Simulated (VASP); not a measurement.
VASP input:

**INCAR**
```
SYSTEM = PbO
PREC = Accurate; ENCUT = 520; LREAL = .FALSE.
LASPH = .TRUE.
EDIFF = 1E-7; NELM = 100; ALGO = Normal
LMAXMIX = 4
ISMEAR = 0; SIGMA = 0.05
GGA = BO; LUSE_VDW = .TRUE.; AGGAC = 0.0
PARAM1 = 0.1833333333; PARAM2 = 0.22
IBRION = 2; NSW = 30; ISIF = 4
EDIFFG = -0.01
LWAVE = .FALSE.; LCHARG = .FALSE.
```

File KPOINTS:
```
Automatic mesh
0
G
 6 6 5
```

POSCAR:
```
PbO
1
    3.9655623621     0.0000000000     0.0000000000
    0.0000000000     3.9655623621     0.0000000000
    0.0000000000     0.0000000000     4.9436519372
Pb O
2 2
Direct
  0.5000000000   0.0000000000   0.7639598803
  0.0000000000   0.5000000000   0.2360401197
  0.5000000000   0.5000000000   0.0000000000
  0.0000000000   0.0000000000   0.0000000000
```

POTCAR, in this order: Pb_d O (PBE.64 set). Program: vasp_std.

Q: Translate this optB88-vdW calculation to Quantum ESPRESSO's pw.x.

A: One equivalent input (not run):
```
&CONTROL
  calculation = 'vc-relax'
  pseudo_dir = './pseudo'
  outdir = './out'
  tprnfor = .true.
  tstress = .true.
  nstep = 30
  forc_conv_thr = 0.00039
/
&SYSTEM
  ibrav = 0
  nat = 4
  ntyp = 2
  ecutwfc = 84
  occupations = 'smearing'
  smearing = 'gaussian'
  degauss = 0.003675
  input_dft = 'vdw-df-obk8'
/
&ELECTRONS
  conv_thr = 7.3e-09
  electron_maxstep = 100
/
&IONS
/
&CELL
  cell_dofree = 'shape'
/
ATOMIC_SPECIES
  Pb 207.200 Pb.upf
  O 15.999 O.upf
CELL_PARAMETERS angstrom
     3.9655624    0.0000000    0.0000000
     0.0000000    3.9655624    0.0000000
     0.0000000    0.0000000    4.9436519
ATOMIC_POSITIONS crystal
  Pb   0.5000000  0.0000000  0.7639599
  Pb   0.0000000  0.5000000  0.2360401
  O    0.5000000  0.5000000  0.0000000
  O    0.0000000  0.0000000  0.0000000
K_POINTS automatic
  6 6 5 0 0 0
```
Limits of the translation: the potentials are each code's own (VASP's PAW set, PseudoDojo norm-conserving files in pw.x), so ENCUT and ecutwfc are chosen apart and not converted; conv_thr bounds pw.x's estimated SCF error, while EDIFF bounds the energy change between steps; forc_conv_thr acts on force components and is met together with etot_conv_thr.

The compound is PbO in the litharge structure. This cell is one point of a volume scan, at 0.94 of the reference volume. Symmetry was kept, so distortions that lower it aren't found.
